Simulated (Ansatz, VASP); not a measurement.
# SiC in two plane-wave programs, part 2 of 2

Aim: how closely do two programs agree when they are given the same cell, functional and k mesh? The cell is taken from a series of runs on this material, whose earlier steps may have relaxed, scaled, displaced or heated it; both programs get it as it stands.

VASP 6.6.1 and Ansatz 0.2.0.

So far: Set-up; Ansatz: dielectric response, PBE.

**3. VASP: dielectric response, PBE**

Level of this step: PBE; plane waves and PAW (Si, C) (VASP).

The same cell, functional and mesh now go to VASP, with its own data sets.

Lines of VASP's logs that name or quote its potential files are left out, and so is its time.

Contents of INCAR:

```
SYSTEM = SiC
PREC = Accurate
ENCUT = 520
EDIFF = 1E-08
NELM = 120
ISMEAR = 0
SIGMA = 0.01
LREAL = .FALSE.
ALGO = Normal
GGA = PE
NBANDS = 14
LORBIT = 11
LWAVE = .FALSE.
LCHARG = .FALSE.
ISIF = 2
LEPSILON = .TRUE.
LASPH = .TRUE.
GGA_COMPAT = .FALSE.
```

Contents of POSCAR:

```
SiC
1.0
    3.0735139282      0.0000000000      0.0000000000
   -1.5367569641      2.6617411407      0.0000000000
    0.0000000000      0.0000000000      5.0452477100
Si C
2 2
Direct
    0.3333333333      0.6666666667      0.4996024000
    0.6666666667      0.3333333333      0.9996024000
    0.3333333333      0.6666666667      0.8753976000
    0.6666666667      0.3333333333      0.3753976000
```

Contents of KPOINTS:

```
Automatic mesh
0
Gamma
9 9 4
0 0 0
```

PAW data sets: Si and C (PBE family, release 64).

On the command line:

```
mpirun -np 1 vasp_std
```

Numbers of over 12 decimals in the logs are rounded to 6 here.

Log:

```text
[banner, memory and clock lines left out]
running    1 mpi-ranks, on    1 nodes
 distrk:  each k-point on    1 cores,    1 groups
 distr:  one band on    1 cores,    1 groups

 POSCAR found type information on POSCAR SiC
 POSCAR found :  2 types and       4 ions
 LDA part: xc-table for (Slater+PW92), standard interpolation
 POSCAR, INCAR and KPOINTS ok, starting setup
 FFT: planning ... GRIDC
 FFT: planning ... GRID_SOFT
 FFT: planning ... GRID
 WAVECAR not read
 entering main loop
       N       E                     dE             d eps       ncg     rms          rms(c)
DAV:   1     0.289311096669E+02    0.28931E+02   -0.72401E+03  1008   0.102E+03
DAV:   2    -0.310996811105E+02   -0.60031E+02   -0.54319E+02  1430   0.172E+02
DAV:   3    -0.338147898501E+02   -0.27151E+01   -0.27032E+01  1374   0.345E+01
DAV:   4    -0.338394945275E+02   -0.24705E-01   -0.24700E-01  1164   0.398E+00
DAV:   5    -0.338398145426E+02   -0.32002E-03   -0.31998E-03  1368   0.422E-01    0.125E+01
DAV:   6    -0.302004926934E+02    0.36393E+01   -0.85399E+00  1290   0.179E+01    0.566E+00
DAV:   7    -0.301187198376E+02    0.81773E-01   -0.10827E+00  1386   0.641E+00    0.247E+00
DAV:   8    -0.301026156569E+02    0.16104E-01   -0.52400E-02  1182   0.153E+00    0.613E-01
DAV:   9    -0.301012706497E+02    0.13450E-02   -0.79835E-03  1296   0.631E-01    0.127E-01
DAV:  10    -0.301015488347E+02   -0.27819E-03   -0.82617E-04  1248   0.186E-01    0.570E-02
DAV:  11    -0.301015730458E+02   -0.24211E-04   -0.10205E-04  1170   0.765E-02    0.131E-02
DAV:  12    -0.301015742527E+02   -0.12069E-05   -0.50253E-06  1308   0.160E-02    0.335E-03
DAV:  13    -0.301015747296E+02   -0.47692E-06   -0.29862E-07  1224   0.389E-03    0.220E-03
DAV:  14    -0.301015747700E+02   -0.40363E-07   -0.91089E-09  1014   0.752E-04    0.113E-03
DAV:  15    -0.301015747396E+02    0.30401E-07   -0.14567E-08   832   0.802E-04    0.803E-05
DAV:  16    -0.301015747347E+02    0.48335E-08   -0.18760E-09   624   0.338E-04
   1 F= -.30101575E+02 E0= -.30101575E+02  d E =-.335661E-28
 Linear response reoptimize wavefunctions to high precision
DAV:   1    -0.301015747369E+02   -0.21498E-08   -0.13082E-10   672   0.956E-05
DAV:   2    -0.301015747369E+02    0.13188E-10   -0.17586E-11   594   0.310E-05
 Linear response G [H, r] |phi>, progress :
  Direction:   1
       N       E                     dE             d eps       ncg     rms
RMM:   1    -0.701746474716E+02   -0.70175E+02    0.58551E+01  2619   0.642E+01
RMM:   2    -0.517659018359E+02    0.18409E+02   -0.64034E+00  1727   0.180E+01
RMM:   3    -0.518043652153E+02   -0.38463E-01   -0.10758E-01  1832   0.215E+00
RMM:   4    -0.518045484410E+02   -0.18323E-03   -0.37023E-03  1972   0.350E-01
RMM:   5    -0.518045373892E+02    0.11052E-04   -0.32520E-04  1973   0.665E-02
RMM:   6    -0.518045277799E+02    0.96093E-05   -0.40269E-05  2008   0.144E-02
RMM:   7    -0.518045257563E+02    0.20235E-05   -0.18814E-05  1969   0.334E-03
RMM:   8    -0.518045252202E+02    0.53610E-06    0.19747E-05  1926   0.857E-04
RMM:   9    -0.518045252252E+02   -0.49535E-08    0.78165E-06  1599   0.257E-04
RMM:  10    -0.518045252540E+02   -0.28839E-07   -0.18801E-08  1307   0.101E-04
RMM:  11    -0.518045252512E+02    0.28131E-08    0.22462E-06  1199   0.642E-05
RMM:  12    -0.518045252208E+02    0.30363E-07    0.55099E-06  1168   0.536E-05
RMM:  13    -0.518045251883E+02    0.32580E-07    0.37373E-06  1011   0.518E-05
RMM:  14    -0.518045251878E+02    0.41439E-09    0.15808E-06   905   0.515E-05
RMM:  15    -0.518045251882E+02   -0.38629E-09    0.39480E-06   843   0.514E-05
 Linear response G [H, r] |phi>, progress :
  Direction:   2
       N       E                     dE             d eps       ncg     rms
RMM:   1    -0.807144680517E+02   -0.80714E+02   -0.10905E+02  2531   0.610E+01
RMM:   2    -0.649272416536E+02    0.15787E+02   -0.50372E+00  1712   0.162E+01
RMM:   3    -0.649649700470E+02   -0.37728E-01   -0.68090E-02  1814   0.183E+00
RMM:   4    -0.649656509893E+02   -0.68094E-03   -0.12784E-03  1923   0.276E-01
RMM:   5    -0.649657079970E+02   -0.57008E-04   -0.22141E-05  1930   0.470E-02
RMM:   6    -0.649657123773E+02   -0.43803E-05    0.33342E-06  1979   0.896E-03
RMM:   7    -0.649657134877E+02   -0.11104E-05    0.17487E-06  1937   0.178E-03
RMM:   8    -0.649657139391E+02   -0.45142E-06    0.38484E-05  1869   0.391E-04
RMM:   9    -0.649657130727E+02    0.86636E-06    0.73349E-06  1492   0.112E-04
RMM:  10    -0.649657136253E+02   -0.55259E-06   -0.20744E-06  1231   0.576E-05
RMM:  11    -0.649657136339E+02   -0.85372E-08   -0.81306E-07  1110   0.510E-05
RMM:  12    -0.649657136435E+02   -0.95893E-08   -0.11824E-06  1052   0.510E-05
RMM:  13    -0.649657136435E+02   -0.13429E-10   -0.15050E-06   892   0.509E-05
RMM:  14    -0.649657136432E+02    0.31476E-09   -0.17148E-06   816   0.509E-05
 Linear response G [H, r] |phi>, progress :
  Direction:   3
       N       E                     dE             d eps       ncg     rms
RMM:   1    -0.844658471315E+02   -0.84466E+02   -0.79719E+01  2551   0.626E+01
RMM:   2    -0.580885798427E+02    0.26377E+02   -0.62534E+00  1680   0.169E+01
RMM:   3    -0.581293882394E+02   -0.40808E-01   -0.98141E-02  1786   0.194E+00
RMM:   4    -0.581297677291E+02   -0.37949E-03   -0.27712E-03  1881   0.286E-01
[...]
RMM:  13    -0.581297358556E+02    0.15015E-08    0.80583E-08   842   0.506E-05
 Linear response to external field (no local field effect), progress :
  Direction:   1
       N       E                     dE             d eps       ncg     rms          rms(c)
RMM:   1    -0.548416565777E+00   -0.54842E+00   -0.20943E+00  2120   0.348E+00
RMM:   2    -0.563249967864E+00   -0.14833E-01   -0.63507E-03  1741   0.526E-01
RMM:   3    -0.563352381429E+00   -0.10241E-03   -0.12395E-04  1766   0.547E-02
RMM:   4    -0.563355103680E+00   -0.27223E-05   -0.33088E-06  1809   0.896E-03
RMM:   5    -0.563355182429E+00   -0.78750E-07   -0.11721E-07  1781   0.146E-03
RMM:   6    -0.563355186005E+00   -0.35754E-08   -0.50109E-09  1487   0.275E-04
 change of polarisation eV/A/(eV/A) component  1 :     1.127    -0.519    -0.159
 dielectric tensor                  component  1 :     5.940    -2.276    -0.696
 Linear response to external field (no local field effect), progress :
  Direction:   2
       N       E                     dE             d eps       ncg     rms          rms(c)
RMM:   1    -0.832341033636E+00   -0.83234E+00   -0.33796E+00  2089   0.384E+00
RMM:   2    -0.851136954602E+00   -0.18796E-01   -0.75765E-03  1734   0.556E-01
RMM:   3    -0.851246703235E+00   -0.10975E-03   -0.14678E-04  1749   0.564E-02
RMM:   4    -0.851249903988E+00   -0.32008E-05   -0.38756E-06  1813   0.906E-03
RMM:   5    -0.851249998461E+00   -0.94473E-07   -0.16269E-07  1783   0.151E-03
RMM:   6    -0.851250002605E+00   -0.41440E-08   -0.79724E-09  1463   0.284E-04
 change of polarisation eV/A/(eV/A) component  2 :    -0.519     1.703    -0.092
 dielectric tensor                  component  2 :    -2.276     8.464    -0.405
 Linear response to external field (no local field effect), progress :
  Direction:   3
       N       E                     dE             d eps       ncg     rms          rms(c)
RMM:   1    -0.716589595527E+00   -0.71659E+00   -0.29493E+00  2067   0.351E+00
RMM:   2    -0.733858327895E+00   -0.17269E-01   -0.65965E-03  1709   0.493E-01
RMM:   3    -0.733952995833E+00   -0.94668E-04   -0.11833E-04  1726   0.481E-02
RMM:   4    -0.733955717813E+00   -0.27220E-05   -0.26297E-06  1792   0.754E-03
RMM:   5    -0.733955802591E+00   -0.84778E-07   -0.42659E-08  1759   0.119E-03
RMM:   6    -0.733955808834E+00   -0.62437E-08    0.56949E-09  1353   0.216E-04
 change of polarisation eV/A/(eV/A) component  3 :    -0.159    -0.092     1.468
 dielectric tensor                  component  3 :    -0.695    -0.405     7.436
 Linear response to external field, progress :
  Direction:   1
       N       E                     dE             d eps       ncg     rms          rms(c)
RMM:   1    -0.690646266933E+00   -0.69065E+00   -0.27396E+00  5558   0.363E+00
RMM:   2    -0.707193712732E+00   -0.16547E-01   -0.68978E-03  4545   0.532E-01    0.122E+00
RMM:   3    -0.694545498626E+00    0.12648E-01   -0.13634E-02  4580   0.663E-01    0.721E-01
RMM:   4    -0.724690547400E+00   -0.30145E-01   -0.16826E-02  4604   0.756E-01    0.124E-01
RMM:   5    -0.731799541553E+00   -0.71090E-02   -0.50202E-04  4677   0.157E-01    0.161E-02
RMM:   6    -0.732298061170E+00   -0.49852E-03   -0.91895E-06  4935   0.208E-02    0.706E-03
RMM:   7    -0.732555004992E+00   -0.25694E-03   -0.11818E-06  4798   0.932E-03    0.781E-04
RMM:   8    -0.732575957378E+00   -0.20952E-04    0.99055E-07  4987   0.167E-03    0.367E-04
RMM:   9    -0.732573294671E+00    0.26627E-05    0.20557E-06  4913   0.739E-04    0.622E-05
RMM:  10    -0.732573840482E+00   -0.54581E-06    0.23748E-07  4516   0.134E-04    0.141E-05
RMM:  11    -0.732573590755E+00    0.24973E-06    0.51194E-08  2827   0.376E-05    0.254E-06
 change of polarisation eV/A/(eV/A) component  1 :     1.359    -0.148     0.000
 dielectric tensor                  component  1 :     6.960    -0.651     0.000
 Linear response to external field, progress :
  Direction:   2
       N       E                     dE             d eps       ncg     rms          rms(c)
RMM:   1    -0.691032015497E+00   -0.69103E+00   -0.27435E+00  5585   0.358E+00
RMM:   2    -0.707198314837E+00   -0.16166E-01   -0.67188E-03  4524   0.522E-01    0.122E+00
RMM:   3    -0.694546220567E+00    0.12652E-01   -0.13585E-02  4547   0.662E-01    0.721E-01
RMM:   4    -0.724703309419E+00   -0.30157E-01   -0.16872E-02  4597   0.756E-01    0.124E-01
RMM:   5    -0.731793554574E+00   -0.70902E-02   -0.50227E-04  4673   0.157E-01    0.161E-02
RMM:   6    -0.732298586995E+00   -0.50503E-03   -0.95188E-06  4960   0.208E-02    0.712E-03
RMM:   7    -0.732554376664E+00   -0.25579E-03   -0.13679E-06  4783   0.933E-03    0.773E-04
RMM:   8    -0.732575575951E+00   -0.21199E-04    0.56686E-07  5017   0.164E-03    0.356E-04
RMM:   9    -0.732573111098E+00    0.24649E-05    0.13874E-06  4898   0.733E-04    0.675E-05
RMM:  10    -0.732573706411E+00   -0.59531E-06    0.16385E-07  4421   0.112E-04    0.226E-05
RMM:  11    -0.732573553486E+00    0.15292E-06    0.58420E-08  3110   0.521E-05    0.246E-06
 change of polarisation eV/A/(eV/A) component  2 :    -0.268     1.359    -0.000
 dielectric tensor                  component  2 :    -1.175     6.960    -0.000
 Linear response to external field, progress :
  Direction:   3
       N       E                     dE             d eps       ncg     rms          rms(c)
RMM:   1    -0.716589595527E+00   -0.71659E+00   -0.29493E+00  2067   0.351E+00
RMM:   2    -0.733858325408E+00   -0.17269E-01   -0.65965E-03  1709   0.493E-01    0.123E+00
RMM:   3    -0.722647034506E+00    0.11211E-01   -0.12260E-02  1697   0.637E-01    0.730E-01
RMM:   4    -0.753907564593E+00   -0.31261E-01   -0.15518E-02  1714   0.732E-01    0.121E-01
RMM:   5    -0.760459786841E+00   -0.65522E-02   -0.44907E-04  1728   0.147E-01    0.200E-02
RMM:   6    -0.761192576476E+00   -0.73279E-03   -0.10847E-05  1835   0.227E-02    0.775E-03
RMM:   7    -0.761385155071E+00   -0.19258E-03   -0.88071E-07  1789   0.727E-03    0.195E-03
RMM:   8    -0.761475864817E+00   -0.90710E-04   -0.17808E-07  1837   0.312E-03    0.334E-04
RMM:   9    -0.761478019235E+00   -0.21544E-05   -0.24689E-09  1858   0.614E-04    0.842E-05
RMM:  10    -0.761478771241E+00   -0.75201E-06    0.76525E-09  1626   0.127E-04    0.180E-05
RMM:  11    -0.761478644449E+00    0.12679E-06   -0.16474E-09  1063   0.439E-05    0.286E-06
 change of polarisation eV/A/(eV/A) component  3 :    -0.159    -0.093     1.416
 dielectric tensor                  component  3 :    -0.695    -0.406     7.208
 Born effective charges drift removed
```

OUTCAR, selected parts (step 3):

```text
ion  position               nearest neighbor table
   1  0.333  0.667  0.500-   4 1.88   4 1.88   4 1.88   3 1.90   2 3.08   2 3.08   2 3.08   2 3.08
                             2 3.08   2 3.08
   2  0.667  0.333  1.000-   3 1.88   3 1.88   3 1.88   4 1.90   1 3.08   1 3.08   1 3.08   1 3.08
                             1 3.08   1 3.08
   3  0.333  0.667  0.875-   2 1.88   2 1.88   2 1.88   1 1.90
   4  0.667  0.333  0.375-   1 1.88   1 1.88   1 1.88   2 1.90

  LATTYP: Found a hexagonal cell.
 ALAT       =     3.0735139282
 C/A-ratio  =     1.6415242709

 Subroutine GETGRP returns: Found 12 space group operations
 (whereof  6 operations were pure point group operations)

The static configuration has the point symmetry C_3v.
 The point group associated with its full space group is C_6v.

 Found     36 irreducible k-points:

   k-points           NKPTS =     36   k-points in BZ     NKDIM =     36   number of bands    NBANDS=     14

   dimension x,y,z NGX =    24 NGY =   24 NGZ =   40
   dimension x,y,z NGXF=    48 NGYF=   48 NGZF=   80

   ENCUT  =  520.0 eV  38.22 Ry    6.18 a.u.   5.71  5.71  9.38*2*pi/ulx,y,z

   NELECT =      16.0000    total number of electrons

 k-points in reciprocal lattice and weights: Automatic mesh
   0.00000000  0.00000000  0.00000000       0.003
   0.11111111  0.00000000  0.00000000       0.019
   0.22222222  0.00000000  0.00000000       0.019
   0.33333333 -0.00000000  0.00000000       0.019
   0.44444444  0.00000000  0.00000000       0.019
   0.11111111  0.11111111  0.00000000       0.019
   0.22222222  0.11111111  0.00000000       0.037
   0.33333333  0.11111111  0.00000000       0.037
   0.44444444  0.11111111  0.00000000       0.019
[...]
0.33333333  0.22222222  0.50000000       0.037
   0.33333333  0.33333333  0.50000000       0.006

 average (electrostatic) potential at core
       1 -80.3423       2 -80.3423       3 -44.7275       4 -44.7275

  Total        1.0112761      1.0112761      0.9563272      0.0000000      0.0000000     -0.0000000
  in kB       39.2551668     39.2551668     37.1221917      0.0000000      0.0000000     -0.0000000
  external PRESSURE =      38.5441751 kB  Pullay stress =       0.0000000 kB

  energy-cutoff  :      520.00
  volume of cell :       41.27
      direct lattice vectors                 reciprocal lattice vectors
     3.073513928  0.000000000  0.000000000     0.325360491  0.187846967  0.000000000
    -1.536756964  2.661741141  0.000000000     0.000000000  0.375693934  0.000000000
     0.000000000  0.000000000  5.045247710     0.000000000  0.000000000  0.198206324

 POSITION                                       TOTAL-FORCE (eV/Angst)
 -----------------------------------------------------------------------------------
     -0.00000      1.77449      2.52062         0.000000     -0.000000      0.000358
      1.53676      0.88725      5.04324         0.000000      0.000000      0.000358
     -0.00000      1.77449      4.41660        -0.000000      0.000000     -0.000358
      1.53676      0.88725      1.89397         0.000000     -0.000000     -0.000358
 -----------------------------------------------------------------------------------
    total drift:                               -0.000000     -0.000000     -0.000112

 MACROSCOPIC STATIC DIELECTRIC TENSOR (including local field effects in DFT)
 ------------------------------------------------------
           6.959642    -0.000000     0.000000
           0.000000     6.959642     0.000000
           0.000000     0.000000     7.207850
 ------------------------------------------------------

 PIEZOELECTRIC TENSOR (including local field effects)  for field in x, y, z        (C/m^2)
          XX          YY          ZZ          XY          YZ          ZX
  --------------------------------------------------------------------------------
  x     0.00000     0.00000     0.00000     0.00000     0.00000     0.59414
  y     0.00000     0.00000     0.00000     0.00000     0.59414     0.00000
  z     0.47329     0.47329    -0.81882     0.00000     0.00000     0.00000

 BORN EFFECTIVE CHARGES (including local field effects) (in |e|, cummulative output)
 ---------------------------------------------------------------------------------
 ion    1
    1     2.66121     0.00000    -0.00000
    2    -0.00000     2.66121     0.00000
    3     0.00000    -0.00000     2.85573
 ion    2
    1     2.66121     0.00000    -0.00000
    2     0.00000     2.66121    -0.00000
    3     0.00000     0.00000     2.85573
 ion    3
    1    -2.66121    -0.00000     0.00000
    2     0.00000    -2.66121    -0.00000
    3    -0.00000    -0.00000    -2.85573
 ion    4
    1    -2.66121     0.00000    -0.00000
    2    -0.00000    -2.66121     0.00000
    3     0.00000     0.00000    -2.85573
```

**4. Side by side**

Known differences besides the potentials themselves: fixed occupations in Ansatz, narrow Gaussian smearing in VASP; VASP's response is taken on the typed mesh, Ansatz refines its own for the field response alone; the cutoff is 420 eV in Ansatz and 520 eV in VASP. Total energies have different zeros and are not compared.

The two programs side by side:

```tsv
quantity	Ansatz	VASP	difference
ε∞ xx	6.90	6.96	-0.79 %
ε∞ yy	6.90	6.96	-0.79 %
ε∞ zz	7.28	7.21	+0.96 %
```

**5. Summary of results**

- difference in ε∞ zz (dielectric response, PBE): 0.96 %

**Reading.** The difference in ε∞ zz is 0.96 % (dielectric response, PBE), within the 5 % picked in this series as the mark of a large difference. Such differences can come from data sets, numerical settings and the points named under the comparisons, not from the functional's error against experiment.

[Lines on the potential files, build, host, timing and source positions are cut from VASP's logs without a mark.]

[Logs are printed without paths, hosts, clocks, repeated set-up lines and the standing remarks that a program may print on its own settings, such as how far it seeks lower states.]

[Hosts, paths, dates, database ids (printed as entryN), source tags and the programs' standing remarks are cut or masked in the printed files.]
